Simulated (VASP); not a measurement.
Input:

```xyz
4
Lattice="1.9575 -3.3905 0.0000 1.9575 3.3905 0.0000 0.0000 0.0000 5.0755" Properties=species:S:1:pos:R:3 pbc="T T T"
Ni     0.0000     0.0000     2.5377
Ni     0.0000     0.0000     0.0000
Sb     1.9575     1.1302     1.2689
Sb     1.9575    -1.1302     3.8066
```

The numbers are results of PBEsol GGA, VASP's PBE PAW potentials (set 64) (plane waves; VASP), not measurements. Settings: 400 eV cut-off, Gaussian smearing of 0.050 eV, potentials Ni Sb.

Task: Give the energies of bands 5 to 18 at the high-symmetry points, in eV from the Fermi level.

Result: 
| band | Γ | M | K | A | L | H |
|---|---|---|---|---|---|---|
| 5 | -4.05 | -3.59 | -4.52 | -3.26 | -3.38 | -5.21 |
| 6 | -3.28 | -3.30 | -3.27 | -3.26 | -3.38 | -5.21 |
| 7 | -2.66 | -3.28 | -3.27 | -2.88 | -2.93 | -2.84 |
| 8 | -2.66 | -3.20 | -2.79 | -2.88 | -2.93 | -2.84 |
| 9 | -2.18 | -3.00 | -2.07 | -2.16 | -2.04 | -2.14 |
| 10 | -2.18 | -2.24 | -2.06 | -2.16 | -2.04 | -2.14 |
| 11 | -1.37 | -2.17 | -2.06 | -2.16 | -1.98 | -2.07 |
| 12 | -1.37 | -1.93 | -1.66 | -2.16 | -1.98 | -2.07 |
| 13 | -0.01 | -1.65 | -1.39 | 0.32 | -1.86 | -1.47 |
| 14 | 0.56 | -1.43 | -1.39 | 0.32 | -1.86 | -1.47 |
| 15 | 0.56 | -1.35 | -0.64 | 2.09 | 0.17 | -1.32 |
| 16 | 2.50 | -0.36 | -0.64 | 2.09 | 0.17 | -1.32 |
| 17 | 2.50 | 1.18 | 0.68 | 2.09 | 1.72 | 4.38 |
| 18 | 3.07 | 3.40 | 0.68 | 2.09 | 1.72 | 4.38 |

It has no gap at this level: it comes out as a metal or semimetal.

The compound is NiSb in the NiAs type structure. It was relaxed first. The run is not spin-polarised, so no magnetic state was tried.
